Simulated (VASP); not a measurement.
All values below come from optB88-vdW, VASP's PBE PAW potentials (set 64) (plane waves; VASP).

Input for VASP

INCAR:
```
! general
SYSTEM    =  Al3Sc
PREC      =  Accurate
ENCUT     =  520
LREAL     =  .False.   ! projection in real space or not
LASPH     =  .True.   ! aspherical one-centre terms

! electronic loop
EDIFF     =  1E-7   ! SCF stop (eV)
NELM      =  100   ! most electronic steps
ALGO      =  Normal
LMAXMIX   =  4   ! l cut-off of mixed one-centre charges

! smearing
ISMEAR    =  -5

! functional
GGA       =  BO
LUSE_VDW  =  .True.
AGGAC     =  0.0
PARAM1    =  0.1833333333
PARAM2    =  0.22

! ions
ISIF      =  2

! output
LWAVE     =  .False.
LCHARG    =  .True.
LORBIT    =  11
NEDOS     =  601   ! DOS grid

! other
LEFG      =  .True.
```

### POSCAR
```
Al3Sc
1
    4.1011860323     0.0000000000     0.0000000000
    0.0000000000     4.1011860323     0.0000000000
    0.0000000000     0.0000000000     4.1011860323
Sc Al
1 3
Direct
  0.0000000000   0.0000000000   0.0000000000
  0.0000000000   0.5000000000   0.5000000000
  0.5000000000   0.0000000000   0.5000000000
  0.5000000000   0.5000000000   0.0000000000
```

### KPOINTS
```
kpoints
0
gamma
  8 8 8
```

POTCAR, in this order: Sc_sv Al (PBE.64 set). Program: vasp_std.

What VASP printed:

### OSZICAR
```
       N       E                     dE             d eps       ncg     rms          rms(c)
DAV:   1     0.122540744413E+03    0.12254E+03   -0.85252E+03   980   0.130E+03
DAV:   2    -0.485379875202E+01   -0.12739E+03   -0.12568E+03   998   0.358E+02
DAV:   3    -0.128816522683E+02   -0.80279E+01   -0.77500E+01  1510   0.741E+01
DAV:   4    -0.130367546626E+02   -0.15510E+00   -0.15650E+00  1390   0.108E+01
DAV:   5    -0.130412903211E+02   -0.45357E-02   -0.45173E-02  1370   0.184E+00    0.846E+00
DAV:   6    -0.122045195560E+02    0.83677E+00   -0.47501E+00  1638   0.249E+01    0.286E+00
DAV:   7    -0.121801932602E+02    0.24326E-01   -0.12004E-01  1454   0.349E+00    0.181E+00
DAV:   8    -0.121709187276E+02    0.92745E-02   -0.46121E-02  1598   0.206E+00    0.267E-01
DAV:   9    -0.121714113267E+02   -0.49260E-03   -0.71975E-03  1534   0.109E+00    0.185E-01
DAV:  10    -0.121709573996E+02    0.45393E-03   -0.17816E-03  1610   0.509E-01    0.391E-02
DAV:  11    -0.121710819710E+02   -0.12457E-03   -0.20108E-04  1638   0.132E-01    0.410E-02
DAV:  12    -0.121709678806E+02    0.11409E-03   -0.20278E-04  1582   0.168E-01    0.499E-03
DAV:  13    -0.121709839489E+02   -0.16068E-04   -0.62683E-06  1588   0.293E-02    0.128E-03
DAV:  14    -0.121709813677E+02    0.25812E-05   -0.13976E-07   868   0.345E-03    0.632E-04
DAV:  15    -0.121709804734E+02    0.89422E-06   -0.33069E-08   712   0.198E-03    0.536E-04
DAV:  16    -0.121709798862E+02    0.58726E-06   -0.23700E-08   718   0.197E-03    0.789E-05
DAV:  17    -0.121709801574E+02   -0.27126E-06   -0.61119E-09   586   0.118E-03    0.164E-04
DAV:  18    -0.121709801892E+02   -0.31714E-07   -0.28385E-09   574   0.687E-04
   1 F= -.12170980E+02 E0= -.12170980E+02  d E =0.000000E+00
```

OUTCAR:
```
------------------------ aborting loop because EDIFF is reached ----------------------------------------
  FORCE on cell =-STRESS in cart. coord.  units (eV):
  Direction    XX          YY          ZZ          XY          YZ          ZX
  --------------------------------------------------------------------------------------
  Total        0.0223908      0.0223908      0.0223908     -0.0000000      0.0000000      0.0000000
  in kB        0.5200581      0.5200581      0.5200581     -0.0000000      0.0000000      0.0000000
  external PRESSURE =       0.5200581 kB  Pullay stress =       0.0000000 kB
  volume of cell :       68.98
      direct lattice vectors                 reciprocal lattice vectors
     4.101186032  0.000000000  0.000000000     0.243831904  0.000000000  0.000000000
     0.000000000  4.101186032  0.000000000     0.000000000  0.243831904  0.000000000
     0.000000000  0.000000000  4.101186032     0.000000000  0.000000000  0.243831904
 POSITION                                       TOTAL-FORCE (eV/Angst)
 -----------------------------------------------------------------------------------
      0.00000      0.00000      0.00000         0.000000      0.000000      0.000000
      0.00000      2.05059      2.05059         0.000000      0.000000      0.000000
      2.05059      0.00000      2.05059         0.000000      0.000000      0.000000
      2.05059      2.05059      0.00000         0.000000      0.000000      0.000000
 -----------------------------------------------------------------------------------
    total drift:                                0.000000      0.000000      0.000000
  FREE ENERGIE OF THE ION-ELECTRON SYSTEM (eV)
  ---------------------------------------------------
  free  energy   TOTEN  =       -12.1709801892 eV

  energy  without entropy=      -12.1709801892  energy(sigma->0) =      -12.17098019

 total charge

# of ion       s       p       d       tot
------------------------------------------
    1        2.183   6.137   1.310   9.630
    2        0.419   0.381   0.000   0.800
    3        0.419   0.381   0.000   0.800
    4        0.419   0.381   0.000   0.800
--------------------------------------------------
tot          3.441   7.280   1.310  12.030

 Electric field gradients after diagonalization (V/A^2)
 (convention: |V_zz| > |V_xx| > |V_yy|)
----------------------------------------------------------------------
 ion       V_xx      V_yy      V_zz     asymmetry (V_yy - V_xx)/ V_zz
----------------------------------------------------------------------
   1      -0.000    -0.000     0.000       0.030
   2     -10.566   -10.566    21.132       0.000
   3     -10.566   -10.566    21.132       0.000
   4     -10.566   -10.566    21.132       0.000
```
(Selected blocks of OUTCAR.)

For a metal the tetrahedron method with Blöchl corrections gives inexact stress and forces.

The compound is Al3Sc in the L1_2 structure. It was relaxed first.
